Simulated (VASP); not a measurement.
All values below come from RPBE GGA, VASP's PBE PAW potentials (set 64) (plane waves; VASP 6.6.1).

VASP ran on this input.

File POSCAR:
```
C
1
    1.2387723894    -2.1456162152     0.0000000000
    1.2387723894     2.1456162152     0.0000000000
    0.0000000000     0.0000000000     8.9371937433
C
4
Direct
  0.0000000000   0.0000000000   0.2500000000
  0.0000000000   0.0000000000   0.7500000000
  0.3333330000   0.6666670000   0.2500000000
  0.6666670000   0.3333330000   0.7500000000
```

File KPOINTS:
```
Automatic mesh
0
Gamma
9 9 3
0 0 0
```

INCAR:
```
LASPH = .TRUE.
LCHARG = .FALSE.
EDIFFG = -0.02
LWAVE = .FALSE.
SIGMA = 0.05   ! width (eV)
ALGO = Normal
IBRION = 2   ! conjugate gradients
ISMEAR = 0   ! Gaussian
ISIF = 3   ! ions, shape and volume
NELM = 100   ! most electronic steps
GGA = RP
EDIFF = 1E-6
LREAL = .FALSE.   ! projection in real space or not
ENCUT = 520   ! plane-wave cut-off (eV)
SYSTEM = C
PREC = Accurate
NSW = 60   ! most ionic steps
```

POTCAR, in this order: C (PBE.64 set). Program: vasp_std.

Output of the run:

**OUTCAR**
```
 ion  position               nearest neighbor table
   1  0.000  0.000  0.250-   3 1.43   3 1.43   3 1.43
   2  0.000  0.000  0.750-   4 1.43   4 1.43   4 1.43
   3  0.333  0.667  0.250-   1 1.43   1 1.43   1 1.43
   4  0.667  0.333  0.750-   2 1.43   2 1.43   2 1.43
  LATTYP: Found a hexagonal cell.
 ALAT       =     2.4775443438
 C/A-ratio  =     3.6072790243
 Subroutine PRICEL returns:
 Original cell was already a primitive cell.
 Subroutine GETGRP returns: Found 24 space group operations
The static configuration has the point symmetry D_3d.
 The point group associated with its full space group is D_6h.
The dynamic configuration has the point symmetry D_3d.
 Subroutine INISYM returns: Found 24 space group operations
 Subroutine IBZKPT returns following result:
 Found     24 irreducible k-points:

 Following reciprocal coordinates:
            Coordinates               Weight
  0.000000  0.000000  0.000000      1.000000
  0.111111  0.000000  0.000000      6.000000
  0.222222  0.000000  0.000000      6.000000
  0.333333  0.000000  0.000000      6.000000
  0.444444  0.000000  0.000000      6.000000
...
```

OSZICAR:
```
       N       E                     dE             d eps       ncg     rms          rms(c)
DAV:   1     0.732795951682E+02    0.73280E+02   -0.80056E+03   576   0.119E+03
DAV:   2    -0.318341258504E+02   -0.10511E+03   -0.94157E+02   836   0.231E+02
DAV:   3    -0.374156548836E+02   -0.55815E+01   -0.55238E+01   716   0.587E+01
DAV:   4    -0.375067498804E+02   -0.91095E-01   -0.90951E-01   740   0.863E+00
DAV:   5    -0.375087608928E+02   -0.20110E-02   -0.20107E-02   752   0.128E+00    0.895E+00
DAV:   6    -0.358471273149E+02    0.16616E+01   -0.15074E+00   672   0.851E+00    0.534E+00
DAV:   7    -0.352391842178E+02    0.60794E+00   -0.20500E+00   672   0.990E+00    0.133E+00
DAV:   8    -0.352551935183E+02   -0.16009E-01   -0.56934E-02   624   0.183E+00    0.104E-01
DAV:   9    -0.352555072089E+02   -0.31369E-03   -0.12732E-03   736   0.309E-01    0.771E-02
DAV:  10    -0.352553822581E+02    0.12495E-03   -0.15072E-03   656   0.403E-01    0.342E-02
DAV:  11    -0.352553793700E+02    0.28881E-05   -0.35949E-05   712   0.433E-02    0.111E-02
DAV:  12    -0.352553809046E+02   -0.15346E-05   -0.22930E-06   648   0.180E-02    0.822E-03
DAV:  13    -0.352553794183E+02    0.14863E-05   -0.61203E-07   508   0.635E-03    0.606E-04
DAV:  14    -0.352553794107E+02    0.75902E-08   -0.47616E-08   480   0.211E-03
   1 F= -.35255379E+02 E0= -.35254464E+02  d E =-.352554E+02
       N       E                     dE             d eps       ncg     rms          rms(c)
DAV:   1    -0.352552874743E+02    0.91944E-04   -0.67734E-03   644   0.873E-01    0.704E-02
DAV:   2    -0.352552391628E+02    0.48312E-04   -0.78254E-05   692   0.799E-02    0.425E-02
DAV:   3    -0.352552126292E+02    0.26534E-04   -0.45945E-05   676   0.521E-02    0.793E-03
DAV:   4    -0.352552124421E+02    0.18712E-06   -0.70287E-07   464   0.737E-03
   2 F= -.35255212E+02 E0= -.35254296E+02  d E =0.166969E-03
       N       E                     dE             d eps       ncg     rms          rms(c)
DAV:   1    -0.352554621313E+02   -0.24950E-03   -0.29308E-03   648   0.575E-01    0.468E-02
DAV:   2    -0.352554437422E+02    0.18389E-04   -0.33902E-05   696   0.523E-02    0.282E-02
DAV:   3    -0.352554366692E+02    0.70730E-05   -0.19964E-05   664   0.343E-02    0.522E-03
DAV:   4    -0.352554365036E+02    0.16562E-06   -0.29980E-07   400   0.484E-03
   3 F= -.35255437E+02 E0= -.35254521E+02  d E =-.570929E-04
```

OUTCAR:
```
------------------------ aborting loop because EDIFF is reached ----------------------------------------
  FORCE on cell =-STRESS in cart. coord.  units (eV):
  Direction    XX          YY          ZZ          XY          YZ          ZX
  --------------------------------------------------------------------------------------
  Total       -0.0115906     -0.0115906      0.0589424      0.0000000     -0.0000000      0.0000000
  in kB       -0.3904269     -0.3904267      1.9854612      0.0000000     -0.0000000      0.0000000
  external PRESSURE =       0.4015359 kB  Pullay stress =       0.0000000 kB
  volume of cell :       47.56
      direct lattice vectors                 reciprocal lattice vectors
     1.239356135 -2.146627291 -0.000000000     0.403435289 -0.232923527  0.000000000
     1.239356135  2.146627291  0.000000000     0.403435289  0.232923527 -0.000000000
     0.000000000  0.000000000  8.939102639     0.000000000 -0.000000000  0.111868052
 POSITION                                       TOTAL-FORCE (eV/Angst)
 -----------------------------------------------------------------------------------
      0.00000      0.00000      2.23478         0.000000     -0.000000     -0.000000
      0.00000      0.00000      6.70433        -0.000000     -0.000000      0.000000
      1.23936      0.71554      2.23478         0.000000      0.000000     -0.000000
      1.23936     -0.71554      6.70433         0.000000     -0.000000      0.000000
 -----------------------------------------------------------------------------------
    total drift:                                0.000000     -0.000000      0.000000
  FREE ENERGIE OF THE ION-ELECTRON SYSTEM (eV)
  ---------------------------------------------------
  free  energy   TOTEN  =       -35.2554365036 eV

  energy  without entropy=      -35.2536048130  energy(sigma->0) =      -35.25452066

 reached required accuracy - stopping structural energy minimisation
```
(Selected blocks of OUTCAR.)

### CONTCAR
```
C
   1.00000000000000
     1.2393561348919890   -2.1466272913407840   -0.0000000000000000
     1.2393561348919890    2.1466272913407840    0.0000000000000000
     0.0000000000000000    0.0000000000000000    8.9391026393034991
  C
     4
Direct
     0.0000000000000000    0.0000000000000000    0.2500000000000000
     0.0000000000000000    0.0000000000000000    0.7500000000000000
     0.3333330000000032    0.6666669999999968    0.2500000000000000
     0.6666669999999968    0.3333330000000032    0.7500000000000000
```

File OUTCAR:
```
 val. band max:        2.5086213583   @ k =   0.3333   0.3333   0.0000

 cond. band min:       2.5090423153   @ k =   0.3333   0.3333   0.3333


 Fermi energy:         2.5088653993

 k-point     1 :       0.0000    0.0000    0.0000
  band No.  band energies     occupation
      1     -16.9793      2.00000
      2     -16.9578      2.00000
      3      -5.1605      2.00000
      4      -4.8209      2.00000
      5      -0.5280      2.00000
      6      -0.5279      2.00000
      7      -0.5274      2.00000
      8      -0.5274      2.00000
      9       5.7227      0.00000
     10       8.6304      0.00000
     11      10.7292      0.00000
     12      10.7306      0.00000

 k-point     2 :       0.1111    0.0000    0.0000
  band No.  band energies     occupation
      1     -16.6895      2.00000
      2     -16.6687      2.00000
      3      -4.8151      2.00000
      4      -4.4812      2.00000
      5      -1.6498      2.00000
      6      -1.6480      2.00000
      7      -1.0929      2.00000
      8      -1.0917      2.00000
      9       6.1022      0.00000
     10       8.9866      0.00000
     11      10.7656      0.00000
     12      10.8056      0.00000

 k-point     3 :       0.2222    0.0000    0.0000
  band No.  band energies     occupation
      1     -15.8259      2.00000
      2     -15.8067      2.00000
      3      -4.2009      2.00000
      4      -4.1966      2.00000
      5      -3.7963      2.00000
      6      -3.4808      2.00000
      7      -2.2325      2.00000
      8      -2.2307      2.00000
      9       7.2399      0.00000
     10       9.9263      0.00000
     11      10.3941      0.00000
     12      10.4816      0.00000

 k-point     4 :       0.3333    0.0000    0.0000
  band No.  band energies     occupation
      1     -14.4108      2.00000
      2     -14.3938      2.00000
      3      -7.1212      2.00000
      4      -7.1138      2.00000
      5      -3.2391      2.00000
      6      -3.2370      2.00000
...
```

Without a dispersion term in the relaxation, distances and binding between the weakly bound layers, chains or molecules are unreliable, and so is what depends on them.

The compound is C in the graphite structure. This run relaxes it. Symmetry was kept, so distortions that lower it aren't found. The k-mesh is coarse (spacing up to 0.33 per Å, 2π included), so the numbers may not be converged in it. The start is the result of an earlier pass.
